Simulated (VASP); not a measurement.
Runs of VASP 6.6.1 on Mg. Symmetry: P6_3/mmc, No. 194, hexagonal system. The conventional cell has a = 3.209 Å, b = 3.209 Å, c = 5.210 Å, α = 90.00°, β = 90.00°, γ = 120.00°. Around Mg (site symmetry -6m2) lie 12 Mg at 3.20 to 3.21 Å. 

| task | level | potentials or basis | cell | k mesh | cutoff (eV) | mesh quality | gap on the mesh (eV) | pressure (GPa) | relaxed volume (Å³/atom) |
| --- | --- | --- | --- | --- | --- | --- | --- | --- | --- |
| relaxation of cell and atoms | PBEsol | VASP PAW PBE potentials, release 64 (Mg) | relaxed | 15 × 15 × 8 | 600 | not flagged | none | 0.0 | 22.46 |
| relaxation of cell and atoms | PBEsol | VASP PAW PBE potentials, release 64 (Mg) | relaxed | 15 × 15 × 8 | 580 | not flagged | none | 0.0 | 22.46 |
| relaxation of cell and atoms | RPBE | VASP PAW PBE potentials, release 64 (Mg) | relaxed | 15 × 15 × 8 | 600 | not flagged | none | 0.0 | 23.57 |
| relaxation of cell and atoms | LDA | VASP PAW LDA potentials, release 64 (Mg) | relaxed | 15 × 15 × 8 | 600 | not flagged | none | 0.0 | (b) |
| relaxation of cell and atoms | PBE | VASP PAW PBE potentials, release 64 (Mg) | relaxed | 15 × 15 × 8 | 600 | not flagged | none | 0.0 | (a) |
| relaxation of cell and atoms | PBEsol | VASP PAW PBE potentials, release 64 (Mg) | relaxed | 15 × 15 × 8 | 480 | not flagged | none | 0.0 | 22.46 |
| single point | PBEsol | VASP PAW PBE potentials, release 64 (Mg) | as given | 15 × 15 × 8 | 520 | not flagged | none | -1.2 | - |
| relaxation of cell and atoms | PBE+D3(BJ) | VASP PAW PBE potentials, release 64 (Mg) | relaxed | 15 × 15 × 8 | 600 | not flagged | none | 0.0 | 21.63 |
| relaxation of cell and atoms | PBEsol | VASP PAW PBE potentials, release 64 (Mg) | relaxed | 6 × 6 × 4 | 600 | coarse | none | 0.0 | 22.49 |
| relaxation of cell and atoms | PBEsol | VASP PAW PBE potentials, release 64 (Mg) | relaxed | 15 × 15 × 8 | 300 | not flagged | none | 0.0 | 22.46 |

Alike in all rows: no spin polarisation; smearing gaussian 0.1 eV.

Estimate the missing entries.

(a) 22.85; (b) 21.41.

Caveats: some runs use coarse meshes; the PAW data sets were made with another functional, which shifts forces and pressure a little (some runs); pairwise dispersion overbinds metals, which lowers pressure and volume (some runs).

A gap of «none» marks a metal or a gap under the smearing width.
